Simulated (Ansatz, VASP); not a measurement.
# Cross-check of HfC between VASP and Ansatz, part 2 of 2

Wanted: the spread between two codes on one cell, functional and k mesh. The cell is taken from a series of runs on this material, whose earlier steps may have relaxed, scaled, displaced or heated it; both programs get it as it stands.

VASP 6.6.1 and Ansatz 0.2.0.

So far: Set-up; VASP: zone-centre phonons, PBEsol, pair 1; Ansatz: zone-centre phonons, PBEsol, pair 1; Side by side.

## (5) VASP: zone-centre phonons, PBEsol, pair 2

Level of this step: PBEsol; plane waves and PAW (C, Hf_pv) (VASP).

Second derivatives magnify differences that forces hide, and they need a tight electronic threshold. The cell compared in this pair holds 25.43 Å³, against 24.94 Å³ for the pair before.

INCAR

```
SYSTEM = HfC
PREC = Accurate
ENCUT = 600
EDIFF = 1E-08
NELM = 120
ISMEAR = 1
SIGMA = 0.2
LREAL = .FALSE.
ALGO = Normal
GGA = PS
NBANDS = 13
LASPH = .TRUE.
LORBIT = 11
LWAVE = .FALSE.
LCHARG = .FALSE.
ISIF = 2
IBRION = 8
GGA_COMPAT = .FALSE.
KPAR = 2
```

POSCAR

```
HfC
1.0
    0.0000000000      2.3338938111      2.3338938111
    2.3338938111      0.0000000000      2.3338938111
    2.3338938111      2.3338938111      0.0000000000
C Hf
1 1
Direct
    0.0000000000      0.0000000000      0.0000000000
    0.5000000000      0.5000000000      0.5000000000
```

KPOINTS

```
Automatic mesh
0
Gamma
16 16 16
0 0 0
```

Potentials, in the order of the species: C and Hf_pv (PBE family, release 64).

Started as:

```bash
$ mpirun -np 2 vasp_std
```

Numbers of over 12 decimals in the logs are rounded to 6 here.

Log:

```text
[banner, memory and clock lines left out]
running    2 mpi-ranks, on    1 nodes
[...]
[... a notice as in an earlier step ...]

 LDA part: xc-table for (Slater+PW92), standard interpolation
 POSCAR, INCAR and KPOINTS ok, starting setup
[...]
entering main loop
       N       E                     dE             d eps       ncg     rms          rms(c)
DAV:   1     0.243522366896E+02    0.24352E+02   -0.84815E+03  3770   0.118E+03
DAV:   2    -0.232682728957E+02   -0.47621E+02   -0.44722E+02  4832   0.222E+02
DAV:   3    -0.250733540234E+02   -0.18051E+01   -0.17948E+01  4698   0.303E+01
DAV:   4    -0.250842119658E+02   -0.10858E-01   -0.10857E-01  4155   0.279E+00
[...]
DAV:  14    -0.221655054229E+02    0.16926E-07   -0.29071E-08  4185   0.135E-03    0.169E-03
DAV:  15    -0.221655054417E+02   -0.18794E-07   -0.60260E-09  2150   0.648E-04    0.130E-04
DAV:  16    -0.221655054422E+02   -0.48635E-09   -0.74476E-10  1960   0.265E-04
   1 F= -.22165505E+02 E0= -.22165255E+02  d E =-.750759E-03
[...]
RMM:   8    -0.119263690988E+00   -0.33500E-05   -0.12876E-08 15900   0.770E-04    0.370E-04
RMM:   9    -0.119262983130E+00    0.70786E-06   -0.95968E-10 16801   0.153E-04    0.200E-04
RMM:  10    -0.119262976831E+00    0.62986E-08    0.37176E-10 16972   0.367E-05    0.623E-05
 first order change of Fermi-energy   0.48227E-03
 force on displaced ion       1 direction 1 :  -7.093   0.000   0.000
 Linear response progress:
  Degree of freedom:   2/  2
       N       E                     dE             d eps       ncg     rms          rms(c)
RMM:   1    -0.216141583980E+00   -0.21614E+00    0.36949E+00 10092   0.120E+01
RMM:   2    -0.213145675505E+00    0.29959E-02   -0.31691E-02 13996   0.130E+00    0.507E-01
RMM:   3    -0.212398909210E+00    0.74677E-03   -0.99009E-04 17491   0.160E-01    0.205E-01
RMM:   4    -0.211891040222E+00    0.50787E-03   -0.81646E-05 18802   0.559E-02    0.132E-01
[...]
RMM:  12    -0.211422194647E+00   -0.86164E-08   -0.31410E-07 19106   0.126E-05    0.129E-05
RMM:  13    -0.211422201151E+00   -0.65044E-08   -0.16211E-07 17353   0.651E-06    0.864E-06
RMM:  14    -0.211422201612E+00   -0.46110E-09   -0.93900E-08 13473   0.359E-06    0.811E-06
 first order change of Fermi-energy  -0.18538E-04
 force on displaced ion       2 direction 1 :  -7.097   0.000   0.000
 Linear response finished
```

Parts of OUTCAR (step 5):

```text
  Total       -1.5209607     -1.5209607     -1.5209607      0.0000000      0.0000000      0.0000000
  in kB      -95.8418751    -95.8418751    -95.8418751      0.0000000      0.0000000      0.0000000
  external PRESSURE =     -95.8418751 kB  Pullay stress =       0.0000000 kB

 POSITION                                       TOTAL-FORCE (eV/Angst)
 -----------------------------------------------------------------------------------
      0.00000      0.00000      0.00000         0.000000     -0.000000      0.000000
      2.33389      2.33389      2.33389        -0.000000      0.000000     -0.000000
 -----------------------------------------------------------------------------------
    total drift:                                0.000000      0.000000      0.000000

[... 1 part as in an earlier step ...]

[... 1 further part left out ...]
```

## (6) Ansatz: zone-centre phonons, PBEsol, pair 2

The same cell, functional, mesh and smearing now go to Ansatz, which takes its cutoff from its data sets.

The cell is taken from a series of runs on this material, whose earlier steps may have relaxed, scaled, displaced or heated it; both programs get it as it stands.

input.yaml

```yaml
crystal:
  lattice:
    - [0.0, 2.3338938111, 2.3338938111]
    - [2.3338938111, 0.0, 2.3338938111]
    - [2.3338938111, 2.3338938111, 0.0]
  atoms:
    - { symbol: C, position: [0.0, 0.0, 0.0] }
    - { symbol: Hf, position: [0.5, 0.5, 0.5] }
kpoints:
  mp_grid: { grid: [16, 16, 16] }
hamiltonian:
  xc: pbesol
  pseudopotentials: { kind: paw, azcp: { folder: soft_1 }, xc_functional: pbe }
scf:
  occupations: { method: methfessel_paxton, width: 0.2 }
output:
  eigenvalues: true
phonons:
  method: dfpt
```

Started as:

```bash
$ ansatz run input.yaml --threads 4 --pin off --max-ram 10240MiB --backend cpu --events-out ev --progress --plain --runs-dir out
```

Log:

```text
[...]
Crystal: 2 atoms, lattice volume = 25.426 Å³
Basis set: ecut = 420 eV, 531 PW (Γ), exchange–correlation on 48×48×48 points (8 copies of the dense FFT grid, shifted against one another)
Bands: 19, of which v1, the nominal top of the filled ones, is band 15 counted from 1 (14 counted from 0)
Symmetry: 48 space group operations
k-points: 349 of 4096 (irreducible under 8 space group operations, time reversal used)
[...]
k-point 2: bands = [... 11 lower, 7.1838, 17.4103, 17.9116, 17.9116, 20.0705, 20.0705, 20.4658, 23.0615]
  k-point 348: bands = [... 11 lower, 8.6672, 15.2248, 15.4610, 15.4610, 21.8040, 21.8040, 24.8034, 25.0875]
[...]
ASR residual: 1.419e-5 → 0.000e0 eV/Å²; symmetrization residual: 7.217e-7 eV/Å²
  ASR residual per site (eV/Å²): 8.53e-6 1.42e-5
  Γ frequencies (cm⁻¹): 0.00 0.00 0.00 415.97 415.97 415.97
[...]
[key lines of the parts left out:]
SCF converged after 11 iterations
Free energy (F): -15847.453654 eV
Fermi energy:    18.186317 eV
```

## (7) Differences

What differs besides the data sets and the points named for the pairs above, as far as they apply: the data sets hold 30 valence electrons in Ansatz (on its PAW soft_1 files) and 14 in VASP. Total energies have different zeros and are not compared.

The two programs side by side:

```tsv
quantity	Ansatz	VASP	difference
optical mode 1 to 3 (cm⁻¹)	416.0	414.0	+0.47 %
```

Modes are paired by rising frequency, not by their patterns, so a pair may set unlike modes beside each other; they are those without the splitting of longitudinal modes.

## (8) Summary of results

```
r.m.s. difference of the optical zone-centre modes, each program's sorted by frequency (zone-centre phonons, PBEsol, pair 1) : 2.1 cm⁻¹
r.m.s. difference of the optical zone-centre modes, each program's sorted by frequency (zone-centre phonons, PBEsol, pair 2) : 2.0 cm⁻¹
```

In words: The r.m.s. difference of the optical zone-centre modes, each program's sorted by frequency is 2.1 cm⁻¹ (zone-centre phonons, PBEsol, pair 1). The data sets hold unlike numbers of valence electrons (30 in Ansatz and 14 in VASP), so part of the differences comes from the potentials. Such differences can come from data sets, numerical settings and the points named under the comparisons, not from the functional's error against experiment.

[Lines on the potential files, build, host, timing and source positions are cut from VASP's logs without a mark.]

[Logs are printed without paths, hosts, clocks, repeated set-up lines and the standing remarks that a program may print on its own settings, such as how far it seeks lower states.]

[Hosts, paths, dates, database ids (printed as entryN), source tags and the programs' standing remarks are cut or masked in the printed files.]
